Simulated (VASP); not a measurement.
Here is the system:

```xyz
4
Lattice="2.1216 1.2249 6.9274 -2.1216 1.2249 6.9274 0.0000 -2.4498 6.9274" Properties=species:S:1:pos:R:3 pbc="T T T"
Pb     0.0000     0.0000    15.6526
Pb     0.0000     0.0000     5.1297
Se     0.0000     0.0000    20.7823
S      0.0000     0.0000    10.3912
```

Method: PBEsol GGA, VASP's PBE PAW potentials (set 64) (plane waves; VASP). Numerical set-up: 400 eV cut-off, Gaussian smearing of 0.050 eV, potentials Pb_d Se S.

Unless said otherwise, spin-orbit coupling is left out, though it shifts the bands of the heavy elements here.

**Question.** Give the energies of bands 14 to 23 at the high-symmetry points, in eV from the valence-band maximum.

**Answer.** 
| band | Γ | T | H2 | L | S0 | F |
|---|---|---|---|---|---|---|
| 14 | -6.20 | -7.57 | -8.37 | -8.24 | -8.31 | -7.36 |
| 15 | -2.20 | -2.16 | -4.32 | -3.88 | -4.61 | -5.26 |
| 16 | -2.20 | -2.16 | -4.31 | -3.74 | -3.89 | -3.47 |
| 17 | -2.09 | -1.68 | -3.13 | -2.96 | -3.60 | -3.45 |
| 18 | -1.55 | -1.68 | -2.96 | -2.57 | -2.66 | -1.68 |
| 19 | -1.55 | -1.17 | -1.66 | -2.27 | -2.13 | -1.65 |
| 20 | 0.00 | -1.16 | -1.65 | -2.27 | -0.96 | -0.01 |
| 21 | 0.18 | 2.17 | 2.29 | 2.76 | 1.59 | 0.18 |
| 22 | 1.72 | 2.20 | 2.33 | 2.85 | 2.73 | 1.73 |
| 23 | 1.72 | 2.87 | 3.46 | 3.65 | 3.42 | 1.74 |

The gap is indirect, 0.18 eV, from the valence maximum at Γ to the conduction minimum at F.

The structure comes from a computed database's Pb2SeS entry (R-3m); how it stands against other phases isn't given here. It was relaxed first.
